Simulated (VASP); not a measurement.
```
C
1.0
    0.00000     1.77823     1.77823
    1.77823     0.00000     1.77823
    1.77823     1.77823     0.00000
C
2
Direct
  0.50000   0.50000   0.50000
  0.75000   0.75000   0.75000
```

All values below come from PBEsol GGA, VASP's PBE PAW potentials (set 64) (plane waves; VASP 6.6.1). Run with PREC = Normal, EDIFF = 1E-5, 450 eV cut-off, 14×14×14 Γ-centred mesh, Gaussian smearing of 0.050 eV, potentials C.

Task: Estimate the energy per atom (σ→0).

Result: 
```
Quantity                       Result
---------------------  --------------
energy per atom (σ→0)  -9.627 eV/atom
```

Total energies compare only between runs with the same potentials, cut-off and functional.

The compound is C in the diamond structure. It was relaxed first.
